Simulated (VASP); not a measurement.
Energy against volume of Zn (hcp). These are PBE GGA, VASP's PBE PAW potentials (set 64) (plane waves; VASP 6.6.1) values and carry that method's errors. Run with 520 eV cut-off, 16×16×8 Γ-centred mesh, first-order Methfessel-Paxton smearing of 0.10 eV, potentials Zn.

Shape and ions are relaxed at each volume.

```tsv
V (Å³/atom)	E (eV/atom)
14.659	-1.10915
15.113	-1.11316
15.566	-1.11091
16.020	-1.10366
```

Task: Fit these four points and predict the energy of the run at 14.206 Å³/atom.

Result: A cubic in V^(−2/3), the third-order Birch-Murnaghan form, passes through the four points with V0 = 15.16 Å³/atom and B0 = 72 GPa, and gives -1.0973 eV/atom there. The run gave -1.0974 eV/atom, -0.1 meV/atom from the fit; all five points give B0 = 72 GPa.

The compound is Zn in the hcp structure. It was relaxed first.
